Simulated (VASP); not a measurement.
An input for Quantum ESPRESSO's pw.x (written as the equivalent of a VASP run, and not itself run):

```
&CONTROL
  calculation = 'scf'
  pseudo_dir = './pseudo'
  outdir = './out'
  tprnfor = .true.
  tstress = .true.
/
&SYSTEM
  ibrav = 0
  nat = 4
  ntyp = 2
  ecutwfc = 92
  occupations = 'smearing'
  smearing = 'methfessel-paxton'
  degauss = 0.00735
  input_dft = 'revpbe'
/
&ELECTRONS
  conv_thr = 7.3e-09
  electron_maxstep = 100
/
ATOMIC_SPECIES
  Cu 63.546 Cu.upf
  Au 196.967 Au.upf
CELL_PARAMETERS angstrom
     3.7740572    0.0000000    0.0000000
     0.0000000    3.7740572    0.0000000
     0.0000000    0.0000000    3.7740572
ATOMIC_POSITIONS crystal
  Cu   0.0000000  0.5000000  0.5000000
  Cu   0.5000000  0.0000000  0.5000000
  Cu   0.5000000  0.5000000  0.0000000
  Au   0.0000000  0.0000000  0.0000000
K_POINTS automatic
  8 8 8 0 0 0
```

Task: Translate this input to VASP (INCAR, KPOINTS, POSCAR, choice of POTCAR).

Result: This is not unique; one that fits is 
KPOINTS:
```
Regular mesh
0
gamma
  8 8 8
0 0 0
```

**INCAR**
```
LWAVE = F
ISIF = 2   # forces and stress, cell fixed
LCHARG = F
ISMEAR = 1   # Methfessel-Paxton
LASPH = T   # aspherical one-centre terms
ALGO = Normal   # blocked Davidson
LREAL = F   # projection in real space or not
LMAXMIX = 6
GGA = RE   # revPBE
NELM = 100
EDIFF = 1E-7   # SCF stop (eV)
ENCUT = 520
PREC = Accurate
SYSTEM = Cu3Au
SIGMA = 0.1   # width (eV)
```

POSCAR:
```
Cu3Au
1
    3.7740572063     0.0000000000     0.0000000000
    0.0000000000     3.7740572063     0.0000000000
    0.0000000000     0.0000000000     3.7740572063
Cu Au
3 1
Direct
  0.0000000000   0.5000000000   0.5000000000
  0.5000000000   0.0000000000   0.5000000000
  0.5000000000   0.5000000000   0.0000000000
  0.0000000000   0.0000000000   0.0000000000
```

POTCAR, in this order: Cu Au (PBE.64 set). Program: vasp_std.

Limits of the translation: the potentials are each code's own (VASP's PAW set, PseudoDojo norm-conserving files in pw.x), so ENCUT and ecutwfc are chosen apart and not converted; conv_thr bounds pw.x's estimated SCF error, while EDIFF bounds the energy change between steps.

The compound is Cu3Au in the L1_2 structure. This cell is one point of a volume scan, at 0.97 of the reference volume.
